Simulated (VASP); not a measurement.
Data:

```xyz
2
Lattice="4.3908 0.0000 0.0000 0.0000 4.3908 0.0000 0.0000 0.0000 4.3908" Properties=species:S:1:pos:R:3 pbc="T T T"
Cs     0.0000     0.0000     0.0000
Br     2.1954     2.1954     2.1954
```

The numbers are results of PBE GGA, VASP's PBE PAW potentials (set 64) (plane waves; VASP), not measurements. Settings: 520 eV cut-off, Gaussian smearing of 0.050 eV, potentials Cs_sv Br.

Unless said otherwise, spin-orbit coupling is left out, though it shifts the bands of the heavy elements here.

**Question.** What does the run give for the band gap (along the path) with the smallest direct gap where there is one?

**Answer.** 
```yaml
band gap (along the path): 4.24 eV
smallest direct gap (along the path): 4.26 eV
```

Only differences to runs with the same potentials and settings are physical.

The compound is CsBr in the CsCl type structure. It was relaxed first, which changed the volume by +7 %.
